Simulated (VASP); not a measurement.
Data:

```
BeHg3Se4
1.0
    0.00000     2.93478     2.93478
    2.93478     0.00000     2.93478
   11.90660    11.90660    -0.16747
Hg Se Be
3 4 1
Direct
  0.02889   0.02889   0.97833
  0.00478   0.00478   0.24641
  0.98230   0.98230   0.51328
  0.25559   0.25559   0.05831
  0.23275   0.23275   0.32544
  0.21216   0.21216   0.59088
  0.28158   0.28158   0.78881
  0.00194   0.00194   0.74854
```

Level of theory: PBEsol GGA, VASP's PBE PAW potentials (set 64) (plane waves; VASP 6.6.1). Settings: 400 eV cut-off, Gaussian smearing of 0.050 eV, potentials Hg Se Be.

Task: Give the energies of bands 22 to 35 at the high-symmetry points, in eV from the Fermi level.

Result: 
| band | Γ | T | H2 | L | S0 | F |
|---|---|---|---|---|---|---|
| 22 | -3.39 | -2.53 | -5.18 | -5.03 | -5.18 | -4.97 |
| 23 | -2.01 | -2.00 | -4.60 | -4.72 | -4.60 | -4.65 |
| 24 | -2.01 | -2.00 | -3.71 | -2.94 | -3.71 | -3.01 |
| 25 | -0.68 | -1.62 | -3.21 | -2.92 | -3.21 | -2.96 |
| 26 | -0.68 | -0.76 | -2.93 | -2.81 | -2.94 | -2.84 |
| 27 | -0.54 | -0.76 | -2.63 | -2.09 | -2.63 | -2.48 |
| 28 | -0.48 | -0.32 | -2.20 | -1.96 | -2.24 | -1.78 |
| 29 | -0.47 | -0.32 | -2.08 | -1.95 | -2.06 | -1.53 |
| 30 | -0.47 | -0.07 | -1.94 | -1.21 | -1.95 | -1.34 |
| 31 | 0.01 | -0.07 | -1.71 | -0.99 | -1.70 | -0.83 |
| 32 | 0.01 | 0.56 | 2.48 | 1.69 | 2.46 | 1.02 |
| 33 | 1.50 | 0.98 | 2.64 | 1.92 | 2.66 | 2.07 |
| 34 | 1.61 | 1.73 | 2.88 | 2.36 | 2.88 | 2.60 |
| 35 | 1.96 | 1.97 | 3.97 | 2.90 | 3.97 | 2.94 |

It has no gap at this level: it comes out as a metal or semimetal.

The structure was generated: BeHg3Se4 was put into an ordered model structure (R3m), which need not be its known phase. It was relaxed first.
